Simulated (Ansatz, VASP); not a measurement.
# Cross-check of Al2O3 (Corundum) between VASP and Ansatz, part 2 of 3

One calculation is typed for both programs; each brings its own data sets. How far apart do they land? The cell is taken from a series of runs on this material, whose earlier steps may have relaxed, scaled, displaced or heated it; both programs get it as it stands.

VASP 6.6.1 and Ansatz 0.2.0.

So far: The starting structure; Ansatz: zone-centre phonons, PBE.

## Step 3: VASP: zone-centre phonons, PBE

Level of this step: PBE; plane waves and PAW (Al, O) (VASP).

The same cell, functional and mesh now go to VASP, with its own data sets.

Lines of VASP's logs that name or quote its potential files are left out, and so is its time.

Input file INCAR:

```
SYSTEM = Al2O3
PREC = Accurate
ENCUT = 600
EDIFF = 1E-08
NELM = 120
ISMEAR = 0
SIGMA = 0.01
LREAL = .FALSE.
ALGO = Normal
GGA = PE
NBANDS = 34
LORBIT = 11
LWAVE = .FALSE.
LCHARG = .FALSE.
ISIF = 2
IBRION = 8
LEPSILON = .TRUE.
LASPH = .TRUE.
GGA_COMPAT = .FALSE.
EFERMI = MIDGAP
KPAR = 2
```

Input file POSCAR:

```
Al2O3
1.0
    2.4155193128      1.3946007255      4.3971777086
   -2.4155193128      1.3946007255      4.3971777086
    0.0000000000     -2.7892014510      4.3971777086
Al O
4 6
Direct
    0.3521502857      0.3521502857      0.3521502857
    0.1478497143      0.1478497143      0.1478497143
    0.6478497143      0.6478497143      0.6478497143
    0.8521502857      0.8521502857      0.8521502857
    0.5560288416      0.9439711584      0.2500000000
    0.2500000000      0.5560288416      0.9439711584
    0.9439711584      0.2500000000      0.5560288416
    0.4439711584      0.0560288416      0.7500000000
    0.7500000000      0.4439711584      0.0560288416
    0.0560288416      0.7500000000      0.4439711584
```

Input file KPOINTS:

```
Automatic mesh
0
Gamma
6 6 6
0 0 0
```

PAW data sets: Al and O (PBE family, release 64).

Run with:

```bash
mpirun -np 2 vasp_std
```

Log:

```text
[banner, memory and clock lines left out]
running    2 mpi-ranks, on    1 nodes
 distrk:  each k-point on    1 cores,    2 groups
 distr:  one band on    1 cores,    1 groups

 POSCAR found type information on POSCAR AlO
 POSCAR found :  2 types and      10 ions
 LDA part: xc-table for (Slater+PW92), standard interpolation
 POSCAR, INCAR and KPOINTS ok, starting setup
 FFT: planning ... GRIDC
 FFT: planning ... GRID_SOFT
 FFT: planning ... GRID
 WAVECAR not read
 entering main loop
       N       E                     dE             d eps       ncg     rms          rms(c)
DAV:   1     0.256953488585E+03    0.25695E+03   -0.27504E+04  2176   0.150E+03
DAV:   2    -0.677561034194E+02   -0.32471E+03   -0.31377E+03  2800   0.304E+02
DAV:   3    -0.826220007846E+02   -0.14866E+02   -0.14811E+02  2804   0.671E+01
DAV:   4    -0.827455265866E+02   -0.12353E+00   -0.12346E+00  2680   0.701E+00
DAV:   5    -0.827470255422E+02   -0.14990E-02   -0.14986E-02  2736   0.778E-01    0.173E+01
DAV:   6    -0.747507176498E+02    0.79963E+01   -0.29983E+01  2666   0.292E+01    0.588E+00
DAV:   7    -0.747994657426E+02   -0.48748E-01   -0.85862E-01  2616   0.461E+00    0.326E+00
DAV:   8    -0.748153030357E+02   -0.15837E-01   -0.93325E-02  2636   0.238E+00    0.682E-01
DAV:   9    -0.748190985561E+02   -0.37955E-02   -0.22132E-02  2808   0.810E-01    0.308E-01
DAV:  10    -0.748197989223E+02   -0.70037E-03   -0.90375E-04  2430   0.183E-01    0.748E-02
DAV:  11    -0.748197526298E+02    0.46292E-04   -0.41125E-04  2750   0.115E-01    0.226E-02
DAV:  12    -0.748197560397E+02   -0.34099E-05   -0.24498E-05  2526   0.298E-02    0.668E-03
DAV:  13    -0.748197553092E+02    0.73051E-06   -0.48267E-06  2726   0.121E-02    0.134E-03
DAV:  14    -0.748197551731E+02    0.13609E-06   -0.21506E-07  2398   0.285E-03    0.739E-04
DAV:  15    -0.748197552569E+02   -0.83814E-07   -0.96000E-09  2040   0.673E-04    0.334E-04
DAV:  16    -0.748197552993E+02   -0.42400E-07   -0.12297E-09  1406   0.221E-04    0.619E-05
DAV:  17    -0.748197552982E+02    0.10823E-08   -0.76895E-10  1314   0.150E-04
   1 F= -.74819755E+02 E0= -.74819755E+02  d E =0.000000E+00
 Linear response reoptimize wavefunctions to high precision
DAV:   1    -0.748197552976E+02    0.66484E-09   -0.76363E-11  1330   0.484E-05
DAV:   2    -0.748197552975E+02    0.84128E-10   -0.12631E-11  1272   0.153E-05
 Linear response G [H, r] |phi>, progress :
  Direction:   1
       N       E                     dE             d eps       ncg     rms
RMM:   1    -0.194136921720E+03   -0.19414E+03    0.14505E+02  5019   0.928E+01
RMM:   2    -0.171691864314E+03    0.22445E+02   -0.10009E+01  3776   0.177E+01
RMM:   3    -0.171738215280E+03   -0.46351E-01   -0.12341E-01  3932   0.191E+00
RMM:   4    -0.171740066198E+03   -0.18509E-02   -0.32894E-03  4085   0.285E-01
RMM:   5    -0.171740094799E+03   -0.28602E-04   -0.54359E-04  4121   0.539E-02
RMM:   6    -0.171740101788E+03   -0.69883E-05   -0.52874E-04  4177   0.200E-02
RMM:   7    -0.171740102386E+03   -0.59829E-06   -0.53010E-04  4188   0.153E-02
RMM:   8    -0.171740102217E+03    0.16879E-06   -0.53134E-04  4203   0.147E-02
RMM:   9    -0.171740102572E+03   -0.35504E-06   -0.51718E-04  3851   0.146E-02
RMM:  10    -0.171740103596E+03   -0.10237E-05   -0.39443E-04  3577   0.146E-02
 Linear response G [H, r] |phi>, progress :
  Direction:   2
       N       E                     dE             d eps       ncg     rms
RMM:   1    -0.195381119837E+03   -0.19538E+03    0.14307E+02  5019   0.931E+01
RMM:   2    -0.173580148531E+03    0.21801E+02   -0.99386E+00  3778   0.177E+01
RMM:   3    -0.173629616243E+03   -0.49468E-01   -0.12111E-01  3922   0.191E+00
RMM:   4    -0.173631458122E+03   -0.18419E-02   -0.29130E-03  4081   0.284E-01
RMM:   5    -0.173631495031E+03   -0.36909E-04   -0.26009E-04  4133   0.526E-02
RMM:   6    -0.173631498798E+03   -0.37665E-05   -0.21652E-04  4179   0.193E-02
RMM:   7    -0.173631499191E+03   -0.39305E-06   -0.21920E-04  4197   0.146E-02
RMM:   8    -0.173631499121E+03    0.69197E-07   -0.21940E-04  4210   0.140E-02
RMM:   9    -0.173631499451E+03   -0.32976E-06   -0.32027E-04  3838   0.139E-02
RMM:  10    -0.173631500702E+03   -0.12506E-05   -0.66947E-04  3588   0.139E-02
 Linear response G [H, r] |phi>, progress :
  Direction:   3
       N       E                     dE             d eps       ncg     rms
RMM:   1    -0.193864857147E+03   -0.19386E+03    0.14162E+02  4899   0.931E+01
RMM:   2    -0.172640795749E+03    0.21224E+02   -0.91736E+00  3796   0.169E+01
RMM:   3    -0.172684521257E+03   -0.43726E-01   -0.11296E-01  3868   0.183E+00
RMM:   4    -0.172686199321E+03   -0.16781E-02   -0.25139E-03  4008   0.261E-01
RMM:   5    -0.172686225310E+03   -0.25988E-04   -0.33238E-04  4065   0.498E-02
RMM:   6    -0.172686230120E+03   -0.48102E-05   -0.30752E-04  4141   0.187E-02
RMM:   7    -0.172686230746E+03   -0.62599E-06   -0.31209E-04  4188   0.143E-02
[...]
RMM:   9    -0.616542979689E+00    0.17355E-05   -0.44216E-07  8845   0.111E-03    0.169E-04
RMM:  10    -0.616545161414E+00   -0.21817E-05   -0.67039E-07  8592   0.879E-04    0.301E-05
RMM:  11    -0.616544761868E+00    0.39955E-06   -0.34803E-08  7618   0.738E-04    0.157E-05
RMM:  12    -0.616544712544E+00    0.49324E-07    0.14850E-06  6659   0.732E-04    0.161E-06
[...]
RMM:   1    -0.183150900260E-01   -0.18315E-01   -0.29441E-02  8097   0.941E-01
RMM:   2    -0.827763564766E-02    0.10037E-01   -0.19799E-03  4780   0.264E-01    0.715E-02
RMM:   3    -0.804838001322E-02    0.22926E-03   -0.50203E-05  4971   0.537E-02    0.461E-02
RMM:   4    -0.791666189498E-02    0.13172E-03   -0.10893E-04  4845   0.607E-02    0.958E-03
RMM:   5    -0.790431804191E-02    0.12344E-04    0.21212E-05  4923   0.124E-02    0.491E-03
RMM:   6    -0.789421556628E-02    0.10102E-04    0.60893E-06  4932   0.642E-03    0.124E-03
RMM:   7    -0.789330750704E-02    0.90806E-06    0.12473E-06  5063   0.156E-03    0.548E-04
RMM:   8    -0.789337778967E-02   -0.70283E-07   -0.59385E-07  4960   0.698E-04    0.908E-05
RMM:   9    -0.789350044864E-02   -0.12266E-06    0.22352E-07  5183   0.177E-04    0.415E-05
RMM:  10    -0.789348138367E-02    0.19065E-07    0.11064E-07  5042   0.118E-04    0.762E-06
RMM:  11    -0.789347207863E-02    0.93050E-08   -0.11909E-07  5240   0.707E-05    0.294E-06
RMM:  12    -0.789346489982E-02    0.71788E-08   -0.71017E-08  5075   0.661E-05    0.144E-06
 first order change of Fermi-energy   0.72879E-01
 force on displaced ion       1 direction 3 :  -0.000  -0.000 -16.236
 Born effective charge ion    1 direction 3 :   0.000  -0.000   2.960
 Linear response progress:
  Degree of freedom:   3/  5
       N       E                     dE             d eps       ncg     rms          rms(c)
RMM:   1    -0.373802331994E+00   -0.37380E+00    0.41070E-01  8943   0.306E+00
RMM:   2    -0.370195940471E+00    0.36064E-02   -0.63047E-03  8047   0.382E-01    0.165E-01
RMM:   3    -0.371426650423E+00   -0.12307E-02   -0.11176E-03  7415   0.156E-01    0.834E-02
RMM:   4    -0.373454652399E+00   -0.20280E-02   -0.10146E-03  7718   0.141E-01    0.203E-02
RMM:   5    -0.373479018951E+00   -0.24367E-04   -0.40099E-05  8558   0.291E-02    0.749E-03
RMM:   6    -0.373527934217E+00   -0.48915E-04   -0.12732E-06  8794   0.646E-03    0.140E-03
RMM:   7    -0.373534574963E+00   -0.66407E-05   -0.19075E-07  8807   0.128E-03    0.752E-04
RMM:   8    -0.373536045109E+00   -0.14701E-05   -0.13354E-07  8828   0.800E-04    0.194E-04
RMM:   9    -0.373535080568E+00    0.96454E-06   -0.22586E-07  8825   0.499E-04    0.836E-05
RMM:  10    -0.373535508049E+00   -0.42748E-06   -0.78497E-07  8876   0.462E-04    0.171E-05
RMM:  11    -0.373535378612E+00    0.12944E-06   -0.53071E-08  8940   0.444E-04    0.586E-06
RMM:  12    -0.373535442799E+00   -0.64188E-07   -0.15536E-07  9073   0.436E-04    0.180E-06
RMM:  13    -0.373535431910E+00    0.10889E-07   -0.32140E-08  8983   0.433E-04    0.715E-07
RMM:  14    -0.373535443069E+00   -0.11159E-07   -0.10166E-07  9020   0.430E-04    0.442E-07
RMM:  15    -0.373535438488E+00    0.45810E-08   -0.61037E-08  8852   0.428E-04    0.107E-07
 first order change of Fermi-energy   0.31200E+00
 force on displaced ion       5 direction 1 : -15.991   0.000  -0.000
 Born effective charge ion    5 direction 1 :  -2.092   0.000   0.000
 Linear response progress:
  Degree of freedom:   4/  5
       N       E                     dE             d eps       ncg     rms          rms(c)
RMM:   1    -0.374044918694E+00   -0.37404E+00    0.38573E-01 14918   0.302E+00
RMM:   2    -0.370306350726E+00    0.37386E-02   -0.58401E-03 13011   0.370E-01    0.162E-01
RMM:   3    -0.371560516555E+00   -0.12542E-02   -0.10220E-03 12100   0.149E-01    0.819E-02
RMM:   4    -0.373595758027E+00   -0.20352E-02   -0.96393E-04 12588   0.139E-01    0.190E-02
RMM:   5    -0.373568269480E+00    0.27489E-04   -0.41276E-05 14019   0.302E-02    0.452E-03
RMM:   6    -0.373634648749E+00   -0.66379E-04   -0.10527E-06 14450   0.525E-03    0.163E-03
RMM:   7    -0.373625155747E+00    0.94930E-05   -0.21085E-07 14462   0.177E-03    0.820E-04
RMM:   8    -0.373634009045E+00   -0.88533E-05   -0.22184E-07 14554   0.971E-04    0.185E-04
RMM:   9    -0.373633834287E+00    0.17476E-06   -0.24589E-07 14572   0.478E-04    0.664E-05
RMM:  10    -0.373634133663E+00   -0.29938E-06   -0.30339E-08 14620   0.432E-04    0.139E-05
RMM:  11    -0.373634066505E+00    0.67158E-07   -0.51576E-07 14755   0.417E-04    0.709E-06
RMM:  12    -0.373634117220E+00   -0.50715E-07   -0.15359E-07 14940   0.413E-04    0.144E-06
RMM:  13    -0.373634106253E+00    0.10967E-07   -0.47523E-08 15032   0.411E-04    0.709E-07
RMM:  14    -0.373634112042E+00   -0.57890E-08   -0.80846E-08 14829   0.408E-04    0.231E-07
 first order change of Fermi-energy  -0.12005E-04
 force on displaced ion       5 direction 2 :  -0.001 -16.819   4.733
 Born effective charge ion    5 direction 2 :   0.000  -1.892   0.369
 Linear response progress:
  Degree of freedom:   5/  5
       N       E                     dE             d eps       ncg     rms          rms(c)
RMM:   1    -0.374457704781E+00   -0.37446E+00    0.38581E-01 14825   0.301E+00
RMM:   2    -0.371126211152E+00    0.33315E-02   -0.58891E-03 13305   0.369E-01    0.160E-01
RMM:   3    -0.372415125912E+00   -0.12889E-02   -0.10292E-03 12046   0.149E-01    0.810E-02
RMM:   4    -0.374444129955E+00   -0.20290E-02   -0.94473E-04 12635   0.135E-01    0.201E-02
RMM:   5    -0.374444616566E+00   -0.48661E-06   -0.52007E-05 13727   0.339E-02    0.469E-03
RMM:   6    -0.374542704413E+00   -0.98088E-04   -0.47432E-06 14417   0.831E-03    0.172E-03
RMM:   7    -0.374544158245E+00   -0.14538E-05   -0.18224E-07 14480   0.176E-03    0.605E-04
RMM:   8    -0.374547845886E+00   -0.36876E-05   -0.14322E-07 14535   0.689E-04    0.196E-04
RMM:   9    -0.374547856646E+00   -0.10760E-07   -0.26987E-07 14553   0.471E-04    0.452E-05
RMM:  10    -0.374547764536E+00    0.92110E-07   -0.29469E-07 14608   0.395E-04    0.164E-05
RMM:  11    -0.374547749824E+00    0.14711E-07   -0.40317E-07 14727   0.384E-04    0.292E-06
RMM:  12    -0.374547788873E+00   -0.39049E-07   -0.55351E-08 14773   0.378E-04    0.954E-07
RMM:  13    -0.374547792406E+00   -0.35324E-08   -0.26182E-07 14743   0.375E-04    0.489E-07
RMM:  14    -0.374547791347E+00    0.10586E-08   -0.11819E-07 14565   0.373E-04    0.185E-07
RMM:  15    -0.374547790131E+00    0.12158E-08   -0.17482E-07 14739   0.371E-04    0.112E-07
RMM:  16    -0.374547789617E+00    0.51425E-09   -0.19627E-07 15054   0.370E-04    0.757E-08
 first order change of Fermi-energy   0.32396E-04
 force on displaced ion       5 direction 3 :   0.000   4.732 -13.883
 Born effective charge ion    5 direction 3 :  -0.000   0.271  -1.974
 Born effective charges drift removed
 Linear response finished
```

(Continued in part 3 of 3.)

[Lines on the potential files, build, host, timing and source positions are cut from VASP's logs without a mark.]

[Logs are printed without paths, hosts, clocks, repeated set-up lines and the standing remarks that a program may print on its own settings, such as how far it seeks lower states.]

[Hosts, paths, dates, database ids (printed as entryN), source tags and the programs' standing remarks are cut or masked in the printed files.]
